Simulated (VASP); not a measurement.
NaLaMnMoO6, 10 atoms in the cell. The structure is monoclinic, space group Cm (No. 8). The conventional cell has a = 9.956 Å, b = 5.763 Å, c = 5.524 Å, α = 90.00°, β = 123.42°, γ = 90.00°. Na (site symmetry m) has 5 O at 2.28 to 2.46 Å as nearest neighbours. La (site symmetry m) has 5 O at 2.26 to 2.50 Å as nearest neighbours. Around Mn (site symmetry m) lie 5 O at 2.05 to 2.20 Å. Mo (site symmetry m) has 6 O at 1.91 to 1.95 Å as nearest neighbours. O (site symmetry m) has 1 Mo at 1.93 Å and 1 Mn at 2.05 Å as nearest neighbours. Around O (site symmetry 1) lie 1 Mo at 1.93 Å and 1 Mn at 2.19 Å. Around O (site symmetry 1) lie 1 Mo at 1.95 Å and 1 Mn at 2.20 Å. Around O (site symmetry m) lie 1 Mo at 1.91 Å. The cell was built by a generator and needn't be a form met in nature.

```yaml
Program: VASP 6.6.1
Task: electric field gradients
Functional: PBE
Potentials_or_basis: VASP PAW PBE potentials, release 64 (Na_pv, La, Mn_pv, Mo_sv, O)
Cutoff: 520 eV
k_mesh: 6 × 6 × 6
Occupations: fermi-dirac, width 0.05 eV
Spin: collinear spin, ferromagnetic start
Starting_moments: "[0.0, 0.0, 4.0, 1.0, 0.0, 0.0, 0.0, 0.0, 0.0, 0.0] μB"
Further_INCAR_settings: ALGO = Normal; EDIFF = 1e-08
```

Potentials or basis: VASP PAW PBE potentials, release 64 (Na_pv, La, Mn_pv, Mo_sv, O).

Launch:

```console
$ cat potpaw_PBE.64/Na_pv/POTCAR potpaw_PBE.64/La/POTCAR potpaw_PBE.64/Mn_pv/POTCAR potpaw_PBE.64/Mo_sv/POTCAR potpaw_PBE.64/O/POTCAR > POTCAR
$ mpirun -np 4 vasp_std > vasp.out
```

Hardware: 4 MPI ranks on Intel(R) Xeon(R) Platinum 8488C (Sapphire Rapids), with other jobs on the host.

Task: Estimate the wall time of this run.

Result: Wall time 7.1 min on 4 MPI ranks on Intel(R) Xeon(R) Platinum 8488C (Sapphire Rapids), on a shared host, peak memory 0.91 GiB a rank. Counts: scf iterations 27, k points 68.
